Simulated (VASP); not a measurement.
# RhB (relaxed from the rock salt structure, space group Fm-3m): computed properties

All values below come from PBEsol GGA, VASP's PBE PAW potentials (set 64) (plane waves; VASP).

For RhB, the space group is Fm-3m (225) and the cell is a = b = c = 4.350 Å, α = β = γ = 90.00°. The volume per atom is 10.29 Å^3/atom, the band gap (over mesh and band path) is none (metal, semimetal or under 0.01 eV) and the density is 9.18 g/cm³.

```cif
data_B4Rh4
_chemical_formula_sum 'Rh4 B4'
_space_group_name_H-M_alt 'Fm-3m'
_space_group_IT_number 225
_space_group_name_Hall '-F 4 2 3'
_cell_length_a 4.34953
_cell_length_b 4.34953
_cell_length_c 4.34953
_cell_angle_alpha 90.000
_cell_angle_beta 90.000
_cell_angle_gamma 90.000
loop_
_atom_site_label
_atom_site_type_symbol
_atom_site_symmetry_multiplicity
_atom_site_Wyckoff_symbol
_atom_site_fract_x
_atom_site_fract_y
_atom_site_fract_z
_atom_site_occupancy
Rh1 Rh 4 a 0.00000 0.00000 0.00000 1
B1 B 4 b 0.50000 0.50000 0.50000 1
```
(The calculation used a cell of 2 atoms; values per cell refer to that cell.)

The structure was generated: RhB was put into the rock salt type (Fm-3m), which need not be its known phase. It was relaxed first, which changed the volume by -29 %. Symmetry was kept, so distortions that lower it aren't found.
